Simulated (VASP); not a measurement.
```yaml
crystal:
  lattice:
    - [10.27149, -2.09492, 0.06691]
    - [10.27149, 2.09492, 0.06691]
    - [9.82077, 0.00000, 3.66731]
  atoms:
    - { symbol: Bi, position: [0.39703, 0.39703, 0.39703] }
    - { symbol: Bi, position: [0.60297, 0.60297, 0.60297] }
    - { symbol: Se, position: [0.00000, 0.00000, 0.00000] }
    - { symbol: Se, position: [0.21839, 0.21839, 0.21839] }
    - { symbol: Se, position: [0.78161, 0.78161, 0.78161] }
```

Level of theory: PBE GGA, VASP's PBE PAW potentials (set 64) (plane waves; VASP). Numerical set-up: 500 eV cut-off, 6×6×6 Γ-centred mesh, Gaussian smearing of 0.050 eV, potentials Bi_d Se.

Without a dispersion term in the relaxation, distances and binding between the weakly bound layers, chains or molecules are unreliable, and so is what depends on them. Unless said otherwise, spin-orbit coupling is left out, though it shifts the bands of the heavy elements here.

Estimate the energy per atom (σ→0), band gap (on the k-mesh) with the smallest direct gap where there is one.

```
Item                                          Value
-----------------------------------  --------------
band gap (on the k-mesh)                    0.58 eV
smallest direct gap (on the k-mesh)         0.58 eV
energy per atom (σ→0)                -4.047 eV/atom
```

The compound is Bi2Se3 in the tetradymite structure. It was relaxed first, which changed the volume by +9 %.
